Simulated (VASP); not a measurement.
## MoS2: band structure with r2SCAN

**Measured values to compare with.**

“Multiwavelength excitation Raman Scattering Analysis of bulk and 2 dimensional MoS2: Vibrational properties of atomically thin MoS2 layers”, 2015, arxiv:1506.03228 reports, for a bulk crystal of MoS2 at 300 K: band gap 1.3 eV (indirect).

MoS2:

```
CELL_PARAMETERS angstrom
3.14878 0.00000 0.00000
-1.57439 2.72692 0.00000
0.00000 0.00000 12.08852
ATOMIC_POSITIONS crystal
Mo 0.33333 0.66667 0.25000
Mo 0.66667 0.33333 0.75000
S 0.33333 0.66667 0.62053
S 0.66667 0.33333 0.12053
S 0.33333 0.66667 0.87947
S 0.66667 0.33333 0.37947
```

```
Program                : VASP 6.6.1
Task                   : band structure
Functional             : r2SCAN
Potentials or basis    : VASP PAW PBE potentials, release 64 (Mo_sv, S)
Cutoff                 : 520 eV
k mesh                 : 12 × 12 × 3
Occupations            : gaussian, width 0.03 eV
Spin                   : no spin polarisation
Further INCAR settings : ALGO = Normal; EDIFF = 1e-06; NBANDS = 35
```

- Pressure: 3.2 GPa
- Largest force: 0.177 eV/Å
- Band gap on the k mesh: 0.90 eV, indirect (least direct gap 1.82 eV)
- Band gap along the path: 0.90 eV, indirect (least direct gap 1.82 eV)

Forces in eV/Å, atoms in the order of the input:
```
Mo   0.000  0.000  0.000
Mo   0.000  0.000  0.000
S    0.000  0.000  0.177
S    0.000  0.000  0.177
S    0.000  0.000 -0.177
S    0.000  0.000 -0.177
```

Stress tensor (GPa, compression positive):
```
3.76 0.00 0.00
0.00 3.76 0.00
0.00 0.00 2.11
```

Levels at the corners of the path, in eV from the valence-band top:
```tsv
point	band 23	band 24	band 25	band 26	band 27	band 28	band 29	band 30
Γ	-2.30	-1.31	-1.22	0.00	2.23	2.23	2.27	2.27
M	-1.93	-1.67	-1.55	-1.39	1.72	1.78	2.11	2.42
M	-1.93	-1.67	-1.55	-1.39	1.72	1.78	2.11	2.42
K	-2.91	-2.91	-0.88	-0.68	1.14	1.14	1.83	3.01
K	-2.91	-2.91	-0.88	-0.68	1.14	1.14	1.83	3.01
Γ	-2.30	-1.31	-1.22	0.00	2.23	2.23	2.27	2.27
Γ	-2.30	-1.31	-1.22	0.00	2.23	2.23	2.27	2.27
A	-2.33	-2.33	-0.29	-0.29	2.23	2.23	2.23	2.23
A	-2.33	-2.33	-0.29	-0.29	2.23	2.23	2.23	2.23
L	-1.80	-1.80	-1.46	-1.46	1.75	1.75	2.28	2.28
L	-1.80	-1.80	-1.46	-1.46	1.75	1.75	2.28	2.28
H	-3.16	-3.16	-0.79	-0.79	1.14	1.14	2.38	2.38
H	-3.16	-3.16	-0.79	-0.79	1.14	1.14	2.38	2.38
A	-2.33	-2.33	-0.29	-0.29	2.23	2.23	2.23	2.23
L	-1.80	-1.80	-1.46	-1.46	1.75	1.75	2.28	2.28
M	-1.93	-1.67	-1.55	-1.39	1.72	1.78	2.11	2.42
K	-2.91	-2.91	-0.88	-0.68	1.14	1.14	1.83	3.01
H	-3.16	-3.16	-0.79	-0.79	1.14	1.14	2.38	2.38
```

Run time: 9.4 min on 2 MPI ranks on Intel(R) Xeon(R) Platinum 8488C (Sapphire Rapids), with other jobs on the host, peak memory 0.32 GiB a rank.

Measured gap of MoS2: 1.3 eV (indirect; 300 K; “Multiwavelength excitation Raman Scattering Analysis of bulk and 2 dimensional MoS2: Vibrational properties of atomically thin MoS2 layers”, 2015, arxiv:1506.03228). This calculation gives 0.90 eV (-0.40 eV). Spin-orbit coupling on Mo is left out. The value is that of r2SCAN, without temperature or zero-point motion.

Caveat: the PAW data sets were made with another functional, which shifts forces and pressure a little.
